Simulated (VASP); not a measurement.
A run of VASP 6.6.1:

Contents of INCAR:

```
SYSTEM = HRu20N
PREC = Accurate
ENCUT = 520
EDIFF = 1E-6
ISMEAR = 1
SIGMA = 0.15
LREAL = .FALSE.
LASPH = .TRUE.
NELM = 80
ALGO = Fast
ISIF = 2
LWAVE = .FALSE.
LCHARG = .FALSE.
LDIPOL = .TRUE.
IDIPOL = 3
DIPOL = 0.5 0.5 0.524
GGA = PS
IBRION = 2
NSW = 40
EDIFFG = -0.005
```

The input KPOINTS:

```
Automatic mesh
0
G
  6 6 1
  0 0 0
```

Contents of POSCAR:

```
HRu20N
1.0
    5.4120000000      0.0000000000      0.0000000000
    2.7060000000      4.6869294900      0.0000000000
    0.0000000000      0.0000000000     22.5640000000
Ru N H
20 1 1
Direct
    0.0000000000      0.0000000000      0.3102286800
    0.5000000000      0.0000000000      0.3102286800
    0.0000000000      0.5000000000      0.3102286800
    0.5000000000      0.5000000000      0.3102286800
    0.8333333300      0.3333333300      0.4051143400
    0.3333333300      0.3333333300      0.4051143400
    0.8333333300      0.8333333300      0.4051143400
    0.3333333300      0.8333333300      0.4051143400
    0.0000000000      0.0000000000      0.5000000000
    0.5000000000      0.0000000000      0.5000000000
    0.0000000000      0.5000000000      0.5000000000
    0.5000000000      0.5000000000      0.5000000000
    0.8333333300      0.3333333300      0.5948856600
    0.3333333300      0.3333333300      0.5948856600
    0.8333333300      0.8333333300      0.5948856600
    0.3333333300      0.8333333300      0.5948856600
    0.0000000000      0.0000000000      0.6897713200
    0.5000000000      0.0000000000      0.6897713200
    0.0000000000      0.5000000000      0.6897713200
    0.5000000000      0.5000000000      0.6897713200
    0.8333333300      0.3333333300      0.7385215400
    0.8333333300      0.3333333300      0.7841694700
```

Potentials or basis: VASP PAW PBE potentials, release 64 (Ru_pv, N, H).

The run is started by

```bash
$ cat potpaw_PBE.64/Ru_pv/POTCAR potpaw_PBE.64/N/POTCAR potpaw_PBE.64/H/POTCAR > POTCAR
$ mpirun -np 8 vasp_std > vasp.out
```

Hardware: 8 MPI ranks on Intel(R) Xeon(R) 6975P-C (Granite Rapids), on a shared host.

Problem. Estimate the wall time of this run.

Solution. It took 60 min on 8 MPI ranks on Intel(R) Xeon(R) 6975P-C (Granite Rapids) (shared host), peak memory 0.32 GiB a rank. Counts: scf iterations 326, k points 7, ion steps 27.
